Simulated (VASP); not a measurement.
An input for Ansatz (written as the equivalent of a VASP run, and not itself run):

Ansatz 0.2 input:
```yaml
crystal:
  lattice:
    - [1.9018693, -3.2941344, 0.0000000]
    - [1.9018693, 3.2941344, 0.0000000]
    - [0.0000000, 0.0000000, 12.3413251]
  atoms:
    - { symbol: La, position: [0.0000000, 0.0000000, 0.5000000] }
    - { symbol: La, position: [0.0000000, 0.0000000, 0.0000000] }
    - { symbol: La, position: [0.3333330, 0.6666670, 0.2500000] }
    - { symbol: La, position: [0.6666670, 0.3333330, 0.7500000] }
kpoints:
  mp_grid: { grid: [8, 8, 3] }
hamiltonian:
  xc: rpbe
  pseudopotentials: { kind: paw }
scf:
  occupations: { method: methfessel_paxton, width: 0.1 }
  max_iter: 100
relax:
  max_steps: 60
  f_tol: 0.02
  cell: {}
output: { forces: true, stress: true, eigenvalues: true }
```

### Question
Translate this input to VASP (INCAR, KPOINTS, POSCAR, choice of POTCAR).

### Answer
This is not unique; one that fits is 
POSCAR:
```
La
1.0
  1.9018692500  -3.2941344041   0.0000000000
  1.9018692500   3.2941344041   0.0000000000
  0.0000000000   0.0000000000  12.3413251106
La
4
Direct
  0.0000000000   0.0000000000   0.5000000000
  0.0000000000   0.0000000000   0.0000000000
  0.3333330000   0.6666670000   0.2500000000
  0.6666670000   0.3333330000   0.7500000000
```

### INCAR
```
! general
SYSTEM  = La
PREC    = Accurate
ENCUT   = 520   ! plane-wave cut-off (eV)
LREAL   = .FALSE.
LASPH   = .TRUE.   ! aspherical one-centre terms

! electronic loop
EDIFF   = 1E-6   ! SCF stop (eV)
NELM    = 100
ALGO    = Normal   ! blocked Davidson
LMAXMIX = 6   ! l cut-off of mixed one-centre charges

! smearing
ISMEAR  = 1   ! Methfessel-Paxton
SIGMA   = 0.1

! functional
GGA     = RP   ! RPBE

! ions
IBRION  = 2
NSW     = 60   ! most ionic steps
ISIF    = 3   ! ions, shape and volume
EDIFFG  = -0.02   ! ionic stop

! output
LWAVE   = .FALSE.
LCHARG  = .FALSE.
```

**KPOINTS**
```
Automatic
0
gamma
8 8 3
```

POTCAR, in this order: La (PBE.64 set). Program: vasp_std.

What does not carry over: each code has its own PAW files, so the cut-off isn't converted (ENCUT is set for VASP's; basis.ecutwfc is left out, and Ansatz then takes the one that its files recommend); Ansatz stops its SCF on the density residual and VASP on the energy change (EDIFF).

The compound is La in the dhcp structure. This run relaxes it. Symmetry was kept, so distortions that lower it aren't found. The start is the result of an earlier pass.
